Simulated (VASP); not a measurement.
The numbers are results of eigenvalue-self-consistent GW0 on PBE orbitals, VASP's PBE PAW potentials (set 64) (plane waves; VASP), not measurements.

The input files of a VASP run:

**INCAR**
```
SYSTEM  =  GaN
PREC  =  Normal; ENCUT  =  500; LREAL  =  F
LASPH  =  T; NBANDS  =  160
ALGO  =  EVGW0
ISMEAR  =  0; SIGMA  =  0.01
GGA  =  PE
LWAVE  =  F; LCHARG  =  F
NELMGW  =  4; NOMEGA  =  64; ENCUTGW  =  200
NBANDSGW  =  17; LSPECTRALGW  =  T
```

File KPOINTS:
```
Automatic mesh
0
Gamma
4 4 4
0 0 0
```

**POSCAR**
```
GaN
1
    0.0000000000     2.2600000000     2.2600000000
    2.2600000000     0.0000000000     2.2600000000
    2.2600000000     2.2600000000     0.0000000000
Ga N
1 1
Direct
  0.0000000000   0.0000000000   0.0000000000
  0.2500000000   0.2500000000   0.2500000000
```

POTCAR, in this order: Ga_d_GW N_GW_new (PBE.64 set). Program: vasp_std. Read from the step before: WAVECAR, WAVEDER.

Output

OUTCAR:
```
 ion  position               nearest neighbor table
   1  0.000  0.000  0.000-   2 1.96   2 1.96   2 1.96   2 1.96
   2  0.250  0.250  0.250-   1 1.96   1 1.96   1 1.96   1 1.96
  LATTYP: Found a face centered cubic cell.
 ALAT       =     4.5200000000
 Subroutine PRICEL returns:
 Original cell was already a primitive cell.
 Subroutine GETGRP returns: Found 24 space group operations
The static configuration has the point symmetry T_d .
The dynamic configuration has the point symmetry T_d .
 Subroutine INISYM returns: Found 24 space group operations
 Subroutine IBZKPT returns following result:
 Found      8 irreducible k-points:

 Following reciprocal coordinates:
            Coordinates               Weight
  0.000000  0.000000  0.000000      1.000000
  0.250000  0.000000  0.000000      8.000000
  0.500000  0.000000  0.000000      4.000000
  0.250000  0.250000  0.000000      6.000000
  0.500000  0.250000  0.000000     24.000000
 -0.250000  0.250000  0.000000     12.000000
  0.500000  0.500000  0.000000      3.000000
 -0.250000  0.500000  0.250000      6.000000
 Subroutine IBZKPT_HF returns following result:
   k-points           NKPTS =      8   k-points in BZ     NKDIM =     64   number of bands    NBANDS=    160
   number of dos      NEDOS =    301   number of ions     NIONS =      2
   total plane-waves  NPLWV =   5832
   dimension x,y,z NGX =    18 NGY =   18 NGZ =   18
   dimension x,y,z NGXF=    36 NGYF=   36 NGZF=   36
   ions per type =               1   1
   PREC   = normal    normal or accurate (medium, high low for compatibility)
   ISTART =      1    job   : 0-new  1-cont  2-samecut
   ICHARG =      0    charge: 1-file 2-atom 10-const
   ISPIN  =      1    spin polarized calculation?
   LNONCOLLINEAR =      F non collinear calculations
   LSORBIT =      F    spin-orbit coupling
   INIWAV =      1    electr: 0-lowe 1-rand  2-diag
   ENCUT  =  500.0 eV  36.75 Ry    6.06 a.u.   5.83  5.83  5.83*2*pi/ulx,y,z
   NELM   =     60;   NELMIN=  2; NELMDL=  0     # of ELM steps
...
```

### OSZICAR
```
energies w=
    0.000    0.000    0.556    0.000    1.111    0.000    1.663    0.000
    2.211    0.000    2.755    0.000    3.293    0.000    3.825    0.000
    4.350    0.000    4.869    0.000    5.380    0.000    5.883    0.000
    6.380    0.000    6.871    0.000    7.355    0.000    7.833    0.000
    8.307    0.000    8.776    0.000    9.242    0.000    9.705    0.000
   10.167    0.000   10.628    0.000   11.089    0.000   11.551    0.000
   12.016    0.000   12.485    0.000   12.959    0.000   13.440    0.000
   13.929    0.000   14.427    0.000   14.936    0.000   15.459    0.000
   15.997    0.000   16.553    0.000   17.128    0.000   17.727    0.000
   18.353    0.000   19.008    0.000   19.698    0.000   20.428    0.000
   21.202    0.000   22.028    0.000   22.912    0.000   23.866    0.000
   24.898    0.000   26.023    0.000   27.256    0.000   28.617    0.000
   30.129    0.000   31.823    0.000   33.737    0.000   35.920    0.000
   38.436    0.000   41.371    0.000   44.841    0.000   49.009    0.000
   54.110    0.000   60.495    0.000   68.715    0.000   79.680    0.000
   95.023    0.000  117.977    0.000  155.988    0.000  230.884    0.000
NQ=   1    0.0000    0.0000    0.0000,
 performed        217000 updates of chi_q(r,r)
NQ=   2    0.2500    0.0000    0.0000,
 performed        586000 updates of chi_q(r,r)
NQ=   3    0.5000    0.0000    0.0000,
 performed        912000 updates of chi_q(r,r)
NQ=   4    0.2500    0.2500    0.0000,
 performed       1281000 updates of chi_q(r,r)
NQ=   5    0.5000    0.2500    0.0000,
 performed       1770000 updates of chi_q(r,r)
NQ=   6   -0.2500    0.2500    0.0000,
 performed       2215000 updates of chi_q(r,r)
NQ=   7    0.5000    0.5000    0.0000,
 performed       2508000 updates of chi_q(r,r)
NQ=   8   -0.2500    0.5000    0.2500,
 performed       2866000 updates of chi_q(r,r)
 resolving degeneracies of screened two electron integrals
NQ=   1    0.0000    0.0000    0.0000,
 performed        217000 updates of chi_q(r,r)
NQ=   2    0.2500    0.0000    0.0000,
 performed        586000 updates of chi_q(r,r)
NQ=   3    0.5000    0.0000    0.0000,
 performed        912000 updates of chi_q(r,r)
NQ=   4    0.2500    0.2500    0.0000,
 performed       1281000 updates of chi_q(r,r)
NQ=   5    0.5000    0.2500    0.0000,
 performed       1770000 updates of chi_q(r,r)
NQ=   6   -0.2500    0.2500    0.0000,
 performed       2215000 updates of chi_q(r,r)
NQ=   7    0.5000    0.5000    0.0000,
 performed       2508000 updates of chi_q(r,r)
NQ=   8   -0.2500    0.5000    0.2500,
 performed       2866000 updates of chi_q(r,r)
 resolving degeneracies of screened two electron integrals
NQ=   1    0.0000    0.0000    0.0000,
 performed        217000 updates of chi_q(r,r)
NQ=   2    0.2500    0.0000    0.0000,
 performed        586000 updates of chi_q(r,r)
NQ=   3    0.5000    0.0000    0.0000,
 performed        912000 updates of chi_q(r,r)
NQ=   4    0.2500    0.2500    0.0000,
 performed       1281000 updates of chi_q(r,r)
NQ=   5    0.5000    0.2500    0.0000,
 performed       1770000 updates of chi_q(r,r)
NQ=   6   -0.2500    0.2500    0.0000,
 performed       2215000 updates of chi_q(r,r)
NQ=   7    0.5000    0.5000    0.0000,
 performed       2508000 updates of chi_q(r,r)
NQ=   8   -0.2500    0.5000    0.2500,
 performed       2866000 updates of chi_q(r,r)
 resolving degeneracies of screened two electron integrals
NQ=   1    0.0000    0.0000    0.0000,
 performed        217000 updates of chi_q(r,r)
NQ=   2    0.2500    0.0000    0.0000,
 performed        586000 updates of chi_q(r,r)
NQ=   3    0.5000    0.0000    0.0000,
 performed        912000 updates of chi_q(r,r)
NQ=   4    0.2500    0.2500    0.0000,
 performed       1281000 updates of chi_q(r,r)
NQ=   5    0.5000    0.2500    0.0000,
 performed       1770000 updates of chi_q(r,r)
NQ=   6   -0.2500    0.2500    0.0000,
 performed       2215000 updates of chi_q(r,r)
NQ=   7    0.5000    0.5000    0.0000,
 performed       2508000 updates of chi_q(r,r)
NQ=   8   -0.2500    0.5000    0.2500,
 performed       2866000 updates of chi_q(r,r)
 resolving degeneracies of screened two electron integrals
```

**OUTCAR**
```


 k-point   1 :       0.0000    0.0000    0.0000
  band No. old QP-enery  QP-energies   sigma(KS)   T+V_ion+V_H  V^pw_x(r,r')   Z            occupation Imag(sigma)

      1     -11.8633     -11.9028     -16.5789       4.6545     -24.5368       0.6465       2.0000       1.0449
      2     -11.3764     -11.4261     -25.0993      13.6531     -34.8235       0.7124       2.0000       0.2588
      3     -11.3764     -11.4261     -25.0993      13.6531     -34.8235       0.7124       2.0000       0.2588
      4     -11.3764     -11.4261     -25.0993      13.6531     -34.8235       0.7124       2.0000       0.2588
      5     -11.2337     -11.2882     -25.5786      14.2689     -35.2006       0.7173       2.0000       0.1637
      6     -11.2337     -11.2882     -25.5786      14.2689     -35.2006       0.7173       2.0000       0.1637
      7       4.8010       4.7914     -18.5829      23.3710     -21.4827       0.7511       2.0000       0.0827
      8       4.8010       4.7914     -18.5829      23.3710     -21.4827       0.7511       2.0000       0.0827
      9       4.8010       4.7914     -18.5829      23.3710     -21.4827       0.7511       2.0000       0.0827
     10       7.7710       7.7685     -12.9008      20.6686      -8.7496       0.7724       0.0000      -0.0710
     11      16.4781      16.4803     -10.7901      27.2711      -5.3098       0.7677       0.0000      -0.1163
     12      16.4781      16.4803     -10.7901      27.2711      -5.3098       0.7677       0.0000      -0.1163
     13      16.4781      16.4803     -10.7901      27.2711      -5.3098       0.7677       0.0000      -0.1163
     14      23.6506      23.6541      -9.2269      32.8823      -2.6890       0.7441       0.0000      -0.4509
     15      24.5155      24.5179      -9.4330      33.9516      -2.9540       0.7512       0.0000      -0.6073
     16      24.5155      24.5179      -9.4330      33.9516      -2.9540       0.7512       0.0000      -0.6073
     17      24.5155      24.5179      -9.4330      33.9516      -2.9540       0.7512       0.0000      -0.6073

 k-point   2 :       0.2500    0.0000    0.0000
  band No. old QP-enery  QP-energies   sigma(KS)   T+V_ion+V_H  V^pw_x(r,r')   Z            occupation Imag(sigma)

      1     -11.5888     -11.6292     -18.2245       6.5749     -26.4537       0.6642       2.0000       0.9365
      2     -11.3345     -11.3847     -25.1826      13.7776     -34.9100       0.7127       2.0000       0.2506
      3     -11.3345     -11.3847     -25.1826      13.7776     -34.9100       0.7127       2.0000       0.2506
      4     -11.2192     -11.2729     -25.5718      14.2778     -35.2118       0.7180       2.0000       0.1688
      5     -11.2192     -11.2729     -25.5718      14.2778     -35.2118       0.7180       2.0000       0.1688
      6     -10.6856     -10.7300     -23.7000      12.9521     -32.9785       0.7119       2.0000       0.4009
      7       0.6581       0.6448     -16.2877      16.9276     -19.8647       0.7317       2.0000       0.1332
      8       4.2305       4.2204     -18.1321      22.3491     -21.0995       0.7482       2.0000       0.0861
      9       4.2305       4.2204     -18.1321      22.3491     -21.0995       0.7482       2.0000       0.0861
     10      10.2315      10.2306     -13.1158      23.3460      -8.5568       0.7649       0.0000      -0.0798
     11      15.0444      15.0462     -12.1305      27.1773      -6.6460       0.7530       0.0000      -0.1201
     12      16.9348      16.9371     -11.0276      27.9654      -5.4202       0.7613       0.0000      -0.1393
     13      16.9348      16.9371     -11.0276      27.9654      -5.4202       0.7613       0.0000      -0.1393
     14      21.7435      21.7461      -8.9773      30.7242      -2.8205       0.7563       0.0000      -0.4149
     15      22.7539      22.7559     -10.4173      33.1738      -4.5054       0.7674       0.0000      -0.3499
     16      22.7539      22.7559     -10.4173      33.1738      -4.5054       0.7674       0.0000      -0.3499
     17      28.7090      28.7117     -10.3431      39.0557      -3.1211       0.7688       0.0000      -0.9444

 k-point   3 :       0.5000    0.0000    0.0000
  band No. old QP-enery  QP-energies   sigma(KS)   T+V_ion+V_H  V^pw_x(r,r')   Z            occupation Imag(sigma)

      1     -11.7271     -11.7711     -20.6351       8.8430     -29.4234       0.6769       2.0000       0.7451
      2     -11.3358     -11.3869     -25.2181      13.8106     -34.9143       0.7126       2.0000       0.2375
      3     -11.3358     -11.3869     -25.2181      13.8106     -34.9143       0.7126       2.0000       0.2375
      4     -11.1616     -11.2138     -25.6240      14.3898     -35.3176       0.7189       2.0000       0.1805
      5     -11.1616     -11.2138     -25.6240      14.3898     -35.3176       0.7189       2.0000       0.1805
      6      -8.9855      -9.0236     -22.6541      13.6149     -31.3506       0.7097       2.0000       0.5112
      7      -2.5904      -2.6063     -14.2319      11.6192     -18.5635       0.7132       2.0000       0.2993
      8       3.7428       3.7324     -17.8068      21.5357     -20.8541       0.7473       2.0000       0.0898
      9       3.7428       3.7324     -17.8068      21.5357     -20.8541       0.7473       2.0000       0.0898
     10      10.8239      10.8239     -11.9443      22.7682      -7.2066       0.7752       0.0000      -0.0811
     11      15.0068      15.0084     -13.4207      28.4298      -7.5335       0.7235       0.0000      -0.1474
     12      16.4614      16.4633     -10.8180      27.2818      -5.4253       0.7679       0.0000      -0.1324
     13      16.4614      16.4633     -10.8180      27.2818      -5.4253       0.7679       0.0000      -0.1324
     14      21.5232      21.5263      -9.6453      31.1726      -3.2531       0.7526       0.0000      -0.3826
     15      25.6177      25.6206     -11.5321      37.1536      -4.3665       0.7488       0.0000      -0.7119
     16      25.6177      25.6206     -11.5321      37.1536      -4.3665       0.7488       0.0000      -0.7119
     17      29.3413      29.3436     -11.3986      40.7429      -4.2406       0.7772       0.0000      -1.0496

 k-point   4 :       0.2500    0.2500    0.0000
  band No. old QP-enery  QP-energies   sigma(KS)   T+V_ion+V_H  V^pw_x(r,r')   Z            occupation Imag(sigma)

      1     -11.5527     -11.5942     -18.8867       7.2724     -27.2525       0.6739       2.0000       0.8973
      2     -11.2616     -11.3110     -25.2856      13.9548     -35.0461       0.7138       2.0000       0.2487
      3     -11.2616     -11.3110     -25.2856      13.9548     -35.0461       0.7138       2.0000       0.2487
      4     -11.2537     -11.3064     -24.9310      13.6037     -34.4383       0.7156       2.0000       0.2379
      5     -11.1954     -11.2492     -25.6227      14.3525     -35.2657       0.7190       2.0000       0.1662
      6     -10.5040     -10.5485     -23.5289      12.9627     -32.6960       0.7144       2.0000       0.4033
      7       1.1256       1.1126     -16.8813      17.9892     -20.3886       0.7363       2.0000       0.1199
      8       3.1687       3.1580     -17.2952      20.4495     -20.4133       0.7455       2.0000       0.0949
      9       3.1687       3.1580     -17.2952      20.4495     -20.4133       0.7455       2.0000       0.0949
     10      10.6436      10.6428     -12.8516      23.4941      -8.3178       0.7639       0.0000      -0.0821
     11      13.7077      13.7092     -11.5044      25.2141      -6.3670       0.7714       0.0000      -0.0938
     12      17.4606      17.4622     -10.1029      27.5656      -4.7799       0.7659       0.0000      -0.1568
     13      18.2522      18.2552     -12.0319      30.2881      -5.8680       0.7421       0.0000      -0.2081
     14      18.2522      18.2552     -12.0319      30.2881      -5.8680       0.7421       0.0000      -0.2081
     15      27.3825      27.3840     -11.3059      38.6904      -5.0700       0.7719       0.0000      -0.5524
     16      28.3965      28.3992     -10.8876      39.2878      -3.7120       0.7560       0.0000      -0.9984
     17      28.6976      28.6996      -9.6833      38.3835      -2.9600       0.7696       0.0000      -0.8723

 k-point   5 :       0.5000    0.2500    0.0000
  band No. old QP-enery  QP-energies   sigma(KS)   T+V_ion+V_H  V^pw_x(r,r')   Z            occupation Imag(sigma)

      1     -11.7199     -11.7643     -21.1391       9.3542     -30.0478       0.6826       2.0000       0.7092
      2     -11.3203     -11.3722     -25.1707      13.7779     -34.8157       0.7145       2.0000       0.2303
      3     -11.2357     -11.3111     -25.4096      14.0685     -35.1193       0.7155       2.0000       0.2154
      4     -11.2357     -11.2621     -25.3576      14.0849     -35.0672       0.7155       2.0000       0.2154
      5     -11.1633     -11.2159     -25.6335      14.3970     -35.3158       0.7184       2.0000       0.1764
      6      -8.6920      -8.7287     -22.2028      13.4592     -30.7213       0.7115       2.0000       0.5419
      7      -1.4875      -1.5027     -15.1437      13.6349     -19.2447       0.7149       2.0000       0.2167
      8       1.4410       1.4289     -16.0598      17.4843     -19.3891       0.7348       2.0000       0.1147
      9       2.7202       2.7092     -17.0210      19.7264     -20.2127       0.7433       2.0000       0.0993
     10      11.3626      11.3625     -11.3359      22.6984      -6.6917       0.7735       0.0000      -0.0851
     11      14.1414      14.1428     -13.6316      27.7750      -8.2470       0.7445       0.0000      -0.1105
     12      16.5146      16.5167     -11.9854      28.5029      -6.2775       0.7471       0.0000      -0.1534
     13      18.4096      18.4125     -11.9528      30.3663      -5.7933       0.7394       0.0000      -0.2238
     14      20.3910      20.3941     -11.3737      31.7690      -4.8946       0.7373       0.0000      -0.3302
     15      27.1346      27.1369     -11.3565      38.4942      -4.4026       0.7643       0.0000      -0.7600
     16      27.6013      27.6039     -10.2568      37.8614      -3.3763       0.7664       0.0000      -0.8377
     17      29.5845      29.5866     -11.2639      40.8511      -4.2001       0.7726       0.0000      -0.9903

 k-point   6 :      -0.2500    0.2500    0.0000
  band No. old QP-enery  QP-energies   sigma(KS)   T+V_ion+V_H  V^pw_x(r,r')   Z            occupation Imag(sigma)

...
```
(Selected blocks of OUTCAR.)

The mesh is coarse and the basis finite, so the quasiparticle values are not converged.

The compound is GaN in the zinc blende structure, a metastable form; wurtzite is the usual one. The cell was not relaxed at this level. The k-mesh is coarse (spacing up to 0.60 per Å, 2π included), so the numbers may not be converged in it.
